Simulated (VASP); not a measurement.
All values below come from PBE GGA, VASP's PBE PAW potentials (set 64) (plane waves; VASP).

VASP input:

### POSCAR
```
Tm
1
    1.7700000000    -3.0657300000     0.0000000000
    1.7700000000     3.0657300000     0.0000000000
    0.0000000000     0.0000000000     5.5500000000
Tm
2
Direct
  0.3333330000   0.6666670000   0.2500000000
  0.6666670000   0.3333330000   0.7500000000
```

**KPOINTS**
```
Automatic mesh
0
gamma
  11 11 6
```

INCAR:
```
# general
SYSTEM  = Tm
PREC    = Accurate
ENCUT   = 400   # plane-wave cut-off (eV)
LREAL   = .False.   # projection in real space or not
LASPH   = .True.   # aspherical one-centre terms

# electronic loop
EDIFF   = 1E-6
NELM    = 100
ALGO    = VeryFast
LMAXMIX = 6   # l cut-off of mixed one-centre charges

# smearing
ISMEAR  = 1   # Methfessel-Paxton
SIGMA   = 0.1   # width (eV)

# functional
GGA     = PE   # PBE

# ions
ISIF    = 2   # forces and stress, cell fixed

# output
LWAVE   = .False.
LCHARG  = .False.
```

POTCAR, in this order: Tm_3 (PBE.64 set). Program: vasp_std.

The run wrote:

OSZICAR:
```
       N       E                     dE             d eps       ncg     rms          rms(c)
RMM:   1     0.523474032892E+02    0.52347E+02   -0.62353E+03   832   0.942E+02
RMM:   2    -0.456967084434E+01   -0.56917E+02   -0.11828E+03   832   0.383E+02
RMM:   3     0.852825439489E+01    0.13098E+02   -0.19917E+02   832   0.336E+02
RMM:   4    -0.615275059196E+00   -0.91435E+01   -0.90203E+01   832   0.200E+02
RMM:   5    -0.444418598421E+01   -0.38289E+01   -0.37006E+01   832   0.103E+02
RMM:   6    -0.616226534710E+01   -0.17181E+01   -0.16393E+01   832   0.631E+01
RMM:   7    -0.700919986503E+01   -0.84693E+00   -0.82092E+00   832   0.365E+01
RMM:   8    -0.755075840985E+01   -0.54156E+00   -0.51050E+00   832   0.293E+01
RMM:   9    -0.852571985762E+01   -0.97496E+00   -0.89871E+00  2801   0.200E+01
RMM:  10    -0.878113535046E+01   -0.25542E+00   -0.16794E+00  2728   0.477E+00
RMM:  11    -0.886130345738E+01   -0.80168E-01   -0.57290E-01  2905   0.210E+00
RMM:  12    -0.890180345320E+01   -0.40500E-01   -0.32551E-01  2735   0.101E+00    0.234E+01
RMM:  13    -0.891640497292E+01   -0.14602E-01   -0.19384E-01  2301   0.224E+00    0.141E+01
RMM:  14    -0.894145207260E+01   -0.25047E-01   -0.18603E-01  2487   0.310E+00    0.387E-01
RMM:  15    -0.894735972793E+01   -0.59077E-02   -0.62536E-02  2565   0.103E+00    0.103E-01
RMM:  16    -0.895105702460E+01   -0.36973E-02   -0.35060E-02  2899   0.542E-01    0.516E-02
RMM:  17    -0.895293316004E+01   -0.18761E-02   -0.17721E-02  2564   0.225E-01    0.274E-02
RMM:  18    -0.895411387772E+01   -0.11807E-02   -0.11358E-02  2619   0.144E-01    0.134E-02
RMM:  19    -0.895473796530E+01   -0.62409E-03   -0.60221E-03  2140   0.959E-02    0.747E-03
RMM:  20    -0.895514685184E+01   -0.40889E-03   -0.39882E-03  2011   0.609E-02    0.110E-02
RMM:  21    -0.895536784359E+01   -0.22099E-03   -0.21615E-03  1877   0.453E-02    0.252E-02
RMM:  22    -0.895551886170E+01   -0.15102E-03   -0.14834E-03  1798   0.328E-02    0.176E-02
RMM:  23    -0.895560262607E+01   -0.83764E-04   -0.82059E-04  1638   0.252E-02    0.193E-02
RMM:  24    -0.895566221585E+01   -0.59590E-04   -0.57936E-04  1418   0.186E-02    0.205E-02
RMM:  25    -0.895569523558E+01   -0.33020E-04   -0.32444E-04  1472   0.144E-02    0.143E-02
RMM:  26    -0.895571940380E+01   -0.24168E-04   -0.23995E-04  1339   0.115E-02    0.160E-02
RMM:  27    -0.895573330667E+01   -0.13903E-04   -0.13784E-04  1191   0.880E-03    0.160E-02
RMM:  28    -0.895574388764E+01   -0.10581E-04   -0.10477E-04  1225   0.763E-03    0.167E-02
RMM:  29    -0.895574995524E+01   -0.60676E-05   -0.59967E-05  1166   0.621E-03    0.180E-02
RMM:  30    -0.895575460571E+01   -0.46505E-05   -0.46301E-05  1033   0.518E-03    0.173E-02
RMM:  31    -0.895575725934E+01   -0.26536E-05   -0.26693E-05  1005   0.429E-03    0.145E-02
RMM:  32    -0.895575930005E+01   -0.20407E-05   -0.21179E-05  1111   0.412E-03    0.111E-02
RMM:  33    -0.895576054329E+01   -0.12432E-05   -0.12454E-05  1101   0.377E-03    0.930E-03
RMM:  34    -0.895576150617E+01   -0.96289E-06   -0.98857E-06  1059   0.342E-03
   1 F= -.89557615E+01 E0= -.89566228E+01  d E =0.258398E-02
```

OUTCAR:
```
------------------------ aborting loop because EDIFF is reached ----------------------------------------
  FORCE on cell =-STRESS in cart. coord.  units (eV):
  Direction    XX          YY          ZZ          XY          YZ          ZX
  --------------------------------------------------------------------------------------
  Total        0.1965629      0.1965629     -0.0683940      0.0000000     -0.0000000     -0.0000000
  in kB        5.2285591      5.2285593     -1.8192743      0.0000000     -0.0000000     -0.0000000
  external PRESSURE =       2.8792814 kB  Pullay stress =       0.0000000 kB
  volume of cell :       60.23
      direct lattice vectors                 reciprocal lattice vectors
     1.770000000 -3.065730000  0.000000000     0.282485876 -0.163093293  0.000000000
     1.770000000  3.065730000  0.000000000     0.282485876  0.163093293  0.000000000
     0.000000000  0.000000000  5.550000000     0.000000000  0.000000000  0.180180180
 POSITION                                       TOTAL-FORCE (eV/Angst)
 -----------------------------------------------------------------------------------
      1.77000      1.02191      1.38750         0.000000     -0.000000      0.000000
      1.77000     -1.02191      4.16250        -0.000000      0.000000      0.000000
 -----------------------------------------------------------------------------------
    total drift:                               -0.000001      0.000071     -0.000012
  FREE ENERGIE OF THE ION-ELECTRON SYSTEM (eV)
  ---------------------------------------------------
  free  energy   TOTEN  =        -8.9557615062 eV

  energy  without entropy=       -8.9583454886  energy(sigma->0) =       -8.95662283
```
(Selected blocks of OUTCAR.)

The 4f electrons are frozen in the core of the lanthanide potential, so 4f levels, which can set the real gap, and their magnetism are missing.

The compound is Tm in the hcp structure. The cell was not relaxed at this level. The run is one of a series of settings (ALGO = VeryFast against the base run), some of them coarse on purpose.
